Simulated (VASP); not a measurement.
The input files of a VASP run:

File KPOINTS:
```
kpoints
0
gamma
  12 12 12
```

POSCAR:
```
Ga3Ag
1
   -2.0304835722     2.0304835722     4.0284922483
    2.0304835722    -2.0304835722     4.0284922483
    2.0304835722     2.0304835722    -4.0284922483
Ga Ag
3 1
Direct
  0.7500000000   0.2500000000   0.5000000000
  0.2500000000   0.7500000000   0.5000000000
  0.5000000000   0.5000000000   1.0000000000
  0.0000000000   0.0000000000   1.0000000000
```

INCAR:
```
! general
SYSTEM  = Ga3Ag
PREC    = Accurate
ENCUT   = 400
LREAL   = .FALSE.
LASPH   = .TRUE.

! electronic loop
EDIFF   = 1E-7
NELM    = 100
ALGO    = Normal
LMAXMIX = 4

! smearing
ISMEAR  = -5

! ions
ISIF    = 2

! output
LWAVE   = .FALSE.
LCHARG  = .TRUE.
LORBIT  = 11
NEDOS   = 601

! other
LEFG    = .TRUE.
```

POTCAR, in this order: Ga_d Ag (LDA.64 set). Program: vasp_std.

**Question.** Translate this LDA calculation to Quantum ESPRESSO's pw.x.

**Answer.** One equivalent input (not run):
```
&CONTROL
  calculation = 'scf'
  pseudo_dir = './pseudo'
  outdir = './out'
  tprnfor = .true.
  tstress = .true.
/
&SYSTEM
  ibrav = 0
  nat = 4
  ntyp = 2
  ecutwfc = 86
  occupations = 'tetrahedra'
  input_dft = 'pz'
/
&ELECTRONS
  conv_thr = 7.3e-09
  electron_maxstep = 100
/
ATOMIC_SPECIES
  Ga 69.723 Ga.upf
  Ag 107.868 Ag.upf
CELL_PARAMETERS angstrom
    -2.0304836    2.0304836    4.0284922
     2.0304836   -2.0304836    4.0284922
     2.0304836    2.0304836   -4.0284922
ATOMIC_POSITIONS crystal
  Ga   0.7500000  0.2500000  0.5000000
  Ga   0.2500000  0.7500000  0.5000000
  Ga   0.5000000  0.5000000  1.0000000
  Ag   0.0000000  0.0000000  1.0000000
K_POINTS automatic
  12 12 12 0 0 0
```
The two are equivalent in intent, not identical: the potentials are each code's own (VASP's PAW set, PseudoDojo norm-conserving files in pw.x), so ENCUT and ecutwfc are chosen apart and not converted; conv_thr bounds pw.x's estimated SCF error, while EDIFF bounds the energy change between steps; the field gradients of LEFG aren't asked of the other code.

The structure comes from a computed database's Ga3Ag entry (I4/mmm); how it stands against other phases isn't given here. It was relaxed first, which changed the volume by -5 %.
